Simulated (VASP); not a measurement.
Crystal: Cu.

```
Cu
1.0
     0.00000    1.80750    1.80750
     1.80750    0.00000    1.80750
     1.80750    1.80750    0.00000
Cu
1
Direct
  0.00000 0.00000 0.00000
```

Base run:

- Program: VASP 6.6.1
- Functional: PBE
- Potentials or basis: VASP PAW PBE potentials, release 64 (Cu)
- Cutoff: 520 eV
- k mesh: 14 × 14 × 14
- Occupations: gaussian, width 0.1 eV
- Spin: no spin polarisation

Its results: band gap on the k mesh none (metal or under the smearing width); pressure 2.7 GPa.

Q: The run is repeated on the same cell with these changes: k mesh from 14 × 14 × 14 to 12 × 12 × 12. What comes out?

A: Band gap on the k mesh none (metal or under the smearing width); pressure 2.0 GPa.
